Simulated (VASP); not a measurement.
An input for Ansatz (written as the equivalent of a VASP run, and not itself run):

Ansatz 0.2 input:
```yaml
crystal:
  lattice:
    - [4.7971770, 0.0000000, 0.0000000]
    - [0.0000000, 4.7971770, 0.0000000]
    - [0.0000000, 0.0000000, 21.0354000]
  atoms:
    - { symbol: Sc, position: [0.0000000, 0.5000000, 0.3327720] }
    - { symbol: Sc, position: [0.5000000, 0.0000000, 0.3327720] }
    - { symbol: Sc, position: [0.5000000, 0.5000000, 0.4442610] }
    - { symbol: Sc, position: [0.0000000, 0.5000000, 0.5557440] }
    - { symbol: Sc, position: [0.5000000, 0.0000000, 0.5557440] }
    - { symbol: Sc, position: [0.5000000, 0.5000000, 0.6672280] }
    - { symbol: Tl, position: [0.0000000, 0.0000000, 0.4442610] }
    - { symbol: Tl, position: [0.0000000, 0.0000000, 0.6672280] }
    - { symbol: B, position: [0.5000000, 0.5000000, 0.3327720] }
    - { symbol: B, position: [0.5000000, 0.5000000, 0.5557440] }
kpoints:
  mp_grid: { grid: [3, 3, 1] }
hamiltonian:
  xc: lda
  pseudopotentials: { kind: paw }
scf:
  occupations: { method: gaussian, width: 0.1 }
  max_iter: 100
output: { forces: true, stress: true, eigenvalues: true }
```

Question: Write the VASP files for the same calculation (LDA).

Answer: One answer among several that fit: 
**INCAR**
```
! general
SYSTEM  = Sc3TlB
PREC    = Accurate
ENCUT   = 400   ! plane-wave cut-off (eV)
LREAL   = .FALSE.
LASPH   = .TRUE.

! electronic loop
EDIFF   = 1E-6   ! SCF stop (eV)
NELM    = 100
ALGO    = Normal   ! blocked Davidson
LMAXMIX = 4

! smearing
ISMEAR  = 0   ! Gaussian
SIGMA   = 0.1

! ions
ISIF    = 2   ! forces and stress, cell fixed

! output
LWAVE   = .FALSE.
LCHARG  = .FALSE.
```

**POSCAR**
```
Sc3TlB
1
    4.7971770000     0.0000000000     0.0000000000
    0.0000000000     4.7971770000     0.0000000000
    0.0000000000     0.0000000000    21.0354000000
Sc Tl B
6 2 2
Direct
  0.0000000000   0.5000000000   0.3327720000
  0.5000000000   0.0000000000   0.3327720000
  0.5000000000   0.5000000000   0.4442610000
  0.0000000000   0.5000000000   0.5557440000
  0.5000000000   0.0000000000   0.5557440000
  0.5000000000   0.5000000000   0.6672280000
  0.0000000000   0.0000000000   0.4442610000
  0.0000000000   0.0000000000   0.6672280000
  0.5000000000   0.5000000000   0.3327720000
  0.5000000000   0.5000000000   0.5557440000
```

KPOINTS:
```
Regular mesh
0
Gamma
  3 3 1
0 0 0
```

POTCAR, in this order: Sc_sv Tl_d B (LDA.64 set). Program: vasp_std.

What does not carry over: each code has its own PAW files, so the cut-off isn't converted (ENCUT is set for VASP's; basis.ecutwfc is left out, and Ansatz then takes the one that its files recommend); Ansatz stops its SCF on the density residual and VASP on the energy change (EDIFF); Ansatz's lda is the Perdew-Wang form, while the LDA potentials of VASP carry Perdew-Zunger's.

The cell is a sheet with vacuum, built from a database entry that may be metastable or hypothetical.
